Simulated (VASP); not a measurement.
Output of a VASP run:

File OUTCAR:
```
 ion  position               nearest neighbor table
   1  0.250  0.750  0.500-   2 3.03   2 3.03   2 3.03   2 3.03
   2  0.000  0.000  0.000-   1 3.03   1 3.03   1 3.03   1 3.03
  LATTYP: Found a body centered tetragonal cell.
 ALAT       =     5.8456054662
 C/A-ratio  =     0.5432174483
 Subroutine PRICEL returns:
 Original cell was already a primitive cell.
 Subroutine GETGRP returns: Found 16 space group operations
The static configuration has the point symmetry D_2d.
 The point group associated with its full space group is D_4h.
The dynamic configuration has the point symmetry D_2d.
 Subroutine INISYM returns: Found 16 space group operations
 Subroutine IBZKPT returns following result:
 Found    288 irreducible k-points:

 Following reciprocal coordinates:
            Coordinates               Weight
  0.000000  0.000000  0.000000      1.000000
  0.066667  0.000000 -0.000000      8.000000
  0.133333  0.000000  0.000000      8.000000
  0.200000  0.000000  0.000000      8.000000
  0.266667  0.000000  0.000000      8.000000
  0.333333  0.000000  0.000000      8.000000
  0.400000  0.000000  0.000000      8.000000
  0.466667  0.000000 -0.000000      8.000000
  0.066667  0.066667 -0.000000      8.000000
  0.133333  0.066667  0.000000     16.000000
  0.200000  0.066667  0.000000     16.000000
  0.266667  0.066667  0.000000     16.000000
  0.333333  0.066667  0.000000     16.000000
  0.400000  0.066667  0.000000     16.000000
  0.466667  0.066667 -0.000000     16.000000
 -0.466667  0.066667  0.000000     16.000000
 -0.400000  0.066667  0.000000     16.000000
 -0.333333  0.066667  0.000000     16.000000
 -0.266667  0.066667 -0.000000     16.000000
 -0.200000  0.066667  0.000000     16.000000
 -0.133333  0.066667 -0.000000     16.000000
 -0.066667  0.066667  0.000000      4.000000
  0.133333  0.133333  0.000000      8.000000
  0.200000  0.133333  0.000000     16.000000
  0.266667  0.133333  0.000000     16.000000
  0.333333  0.133333  0.000000     16.000000
  0.400000  0.133333  0.000000     16.000000
  0.466667  0.133333 -0.000000     16.000000
 -0.466667  0.133333  0.000000     16.000000
 -0.400000  0.133333  0.000000     16.000000
 -0.333333  0.133333  0.000000     16.000000
 -0.266667  0.133333  0.000000     16.000000
 -0.200000  0.133333  0.000000     16.000000
 -0.133333  0.133333  0.000000      4.000000
  0.200000  0.200000  0.000000      8.000000
  0.266667  0.200000  0.000000     16.000000
  0.333333  0.200000  0.000000     16.000000
  0.400000  0.200000  0.000000     16.000000
  0.466667  0.200000 -0.000000     16.000000
 -0.466667  0.200000  0.000000     16.000000
   k-points           NKPTS =    288   k-points in BZ     NKDIM =    288   number of bands    NBANDS=     18
   number of dos      NEDOS =    601   number of ions     NIONS =      2
   total plane-waves  NPLWV =  46656
   dimension x,y,z NGX =    36 NGY =   36 NGZ =   36
   dimension x,y,z NGXF=    72 NGYF=   72 NGZF=   72
   ions per type =               2
   PREC   = accura    normal or accurate (medium, high low for compatibility)
   ISTART =      0    job   : 0-new  1-cont  2-samecut
   ICHARG =      2    charge: 1-file 2-atom 10-const
   ISPIN  =      1    spin polarized calculation?
   LNONCOLLINEAR =      F non collinear calculations
   LSORBIT =      F    spin-orbit coupling
   INIWAV =      1    electr: 0-lowe 1-rand  2-diag
   ENCUT  =  520.0 eV  38.22 Ry    6.18 a.u.   8.23  8.23  8.23*2*pi/ulx,y,z
   NELM   =    100;   NELMIN=  2; NELMDL= -5     # of ELM steps
   EDIFF  = 0.1E-06   stopping-criterion for ELM
   LREAL  =      F    real-space projection
   NLSPLINE    = F    spline interpolate recip. space projectors
   LMAXMIX     =    4 max onsite mixed and CHGCAR
   VOSKOWN=      0    Vosko Wilk Nusair interpolation
   EDIFFG = 0.1E-05   stopping-criterion for IOM
   NSW    =      0    number of steps for IOM
...
```

File OSZICAR:
```
       N       E                     dE             d eps       ncg     rms          rms(c)
DAV:   1     0.162473631014E+03    0.16247E+03   -0.15436E+04 10386   0.249E+03
DAV:   2    -0.339735268371E+02   -0.19645E+03   -0.19432E+03 10374   0.460E+02
DAV:   3    -0.521242034395E+02   -0.18151E+02   -0.17986E+02 11750   0.144E+02
DAV:   4    -0.526900224992E+02   -0.56582E+00   -0.56451E+00 12038   0.277E+01
DAV:   5    -0.527125952590E+02   -0.22573E-01   -0.22573E-01 14026   0.502E+00    0.395E+00
DAV:   6    -0.486379941605E+02    0.40746E+01   -0.14507E+00 11066   0.224E+01    0.187E+00
DAV:   7    -0.481208702085E+02    0.51712E+00   -0.40544E-01 11052   0.744E+00    0.923E-01
DAV:   8    -0.485173402095E+02   -0.39647E+00   -0.26839E-01 10394   0.442E+00    0.481E-01
DAV:   9    -0.485300034739E+02   -0.12663E-01   -0.35217E-02 10794   0.147E+00    0.879E-02
DAV:  10    -0.485290231287E+02    0.98035E-03   -0.25965E-02 10576   0.147E+00    0.806E-02
DAV:  11    -0.485361476369E+02   -0.71245E-02   -0.11079E-02 10498   0.764E-01    0.373E-02
DAV:  12    -0.485366850809E+02   -0.53744E-03   -0.47567E-04 10812   0.163E-01    0.187E-02
DAV:  13    -0.485367985129E+02   -0.11343E-03   -0.13083E-04 11064   0.141E-01    0.472E-03
DAV:  14    -0.485367902345E+02    0.82784E-05   -0.50612E-05 10704   0.927E-02    0.631E-03
DAV:  15    -0.485367950741E+02   -0.48396E-05   -0.15590E-05 10490   0.556E-02    0.393E-03
DAV:  16    -0.485367972535E+02   -0.21793E-05   -0.16566E-06 10874   0.143E-02    0.217E-03
DAV:  17    -0.485368040780E+02   -0.68246E-05   -0.34706E-06 10516   0.178E-02    0.645E-04
DAV:  18    -0.485368040951E+02   -0.17070E-07   -0.15010E-07  8616   0.366E-03
   1 F= -.48536804E+02 E0= -.48536804E+02  d E =0.000000E+00
       N       E                     dE             ncg
```

**OUTCAR**
```
------------------------ aborting loop because EDIFF is reached ----------------------------------------
  FORCE on cell =-STRESS in cart. coord.  units (eV):
  Direction    XX          YY          ZZ          XY          YZ          ZX
  --------------------------------------------------------------------------------------
  Total        0.0192476      0.0192476     -0.0134567      0.0000000      0.0000000      0.0000000
  in kB        0.5684022      0.5684022     -0.3973913      0.0000000      0.0000000      0.0000000
  external PRESSURE =       0.2464711 kB  Pullay stress =       0.0000000 kB
  volume of cell :       54.25
      direct lattice vectors                 reciprocal lattice vectors
    -2.922802733  2.922802733  1.587717443     0.000000000  0.171068678  0.314917495
     2.922802733 -2.922802733  1.587717443     0.171068678  0.000000000  0.314917495
     2.922802733  2.922802733 -1.587717443     0.171068678  0.171068678  0.000000000
 POSITION                                       TOTAL-FORCE (eV/Angst)
 -----------------------------------------------------------------------------------
      2.92280     -0.00000      0.79386        -0.000000     -0.000000     -0.000000
      0.00000      0.00000      0.00000         0.000000      0.000000      0.000000
 -----------------------------------------------------------------------------------
    total drift:                               -0.000000     -0.000000      0.000000
  FREE ENERGIE OF THE ION-ELECTRON SYSTEM (eV)
  ---------------------------------------------------
  free  energy   TOTEN  =       -48.5368040951 eV

  energy  without entropy=      -48.5368040951  energy(sigma->0) =      -48.53680410

 total charge

# of ion       s       p       d       tot
------------------------------------------
    1        1.194   1.077   9.972  12.243
    2        1.194   1.077   9.972  12.243
--------------------------------------------------
tot          2.389   2.153  19.944  24.486
```
(Selected blocks of OUTCAR.)

### POSCAR
```
Sn
1
   -2.9228027331     2.9228027331     1.5877174426
    2.9228027331    -2.9228027331     1.5877174426
    2.9228027331     2.9228027331    -1.5877174426
Sn
2
Direct
  0.2500000000   0.7500000000   0.5000000000
  0.0000000000   0.0000000000   0.0000000000
```

**Question.** Reconstruct the remaining input files.

**Answer.** One answer among several that fit: the input of the run itself, r2SCAN+rVV10, plane waves, VASP's PBE PAW potentials (set 64).

### INCAR
```
ALGO = Normal
BPARAM = 11.95
CPARAM = 0.0093
EDIFF = 1E-7
ENCUT = 520
ISIF = 2
ISMEAR = -5
LASPH = .TRUE.
LCHARG = .FALSE.
LMAXMIX = 4
LMIXTAU = .TRUE.
LORBIT = 11
LREAL = .FALSE.
LUSE_VDW = .TRUE.
LWAVE = .FALSE.
METAGGA = R2SCAN
NEDOS = 601
NELM = 100
PREC = Accurate
SYSTEM = Sn
```

### KPOINTS_OPT
```
k-points along high-symmetry lines
7
Line-mode
Reciprocal
  0.000000   0.000000   0.000000 ! GAMMA
 -0.000000   0.000000   0.500000 ! X

 -0.000000   0.000000   0.500000 ! X
 -0.500000   0.500000   0.500000 ! M

 -0.500000   0.500000   0.500000 ! M
  0.000000   0.000000   0.000000 ! GAMMA

  0.000000   0.000000   0.000000 ! GAMMA
  0.324380   0.324380  -0.324380 ! Z

 -0.324380   0.675620   0.324380 ! Z_0
 -0.500000   0.500000   0.500000 ! M

 -0.000000   0.000000   0.500000 ! X
  0.250000   0.250000   0.250000 ! P

  0.250000   0.250000   0.250000 ! P
  0.000000   0.500000  -0.000000 ! N

  0.000000   0.500000  -0.000000 ! N
  0.000000   0.000000   0.000000 ! GAMMA
```

**KPOINTS**
```
Automatic mesh
0
G
 15 15 15
0 0 0
```

POTCAR, in this order: Sn_d (PBE.64 set). Program: vasp_std.

For a metal the tetrahedron method with Blöchl corrections gives inexact stress and forces.

The compound is Sn in the beta structure. It was relaxed first.
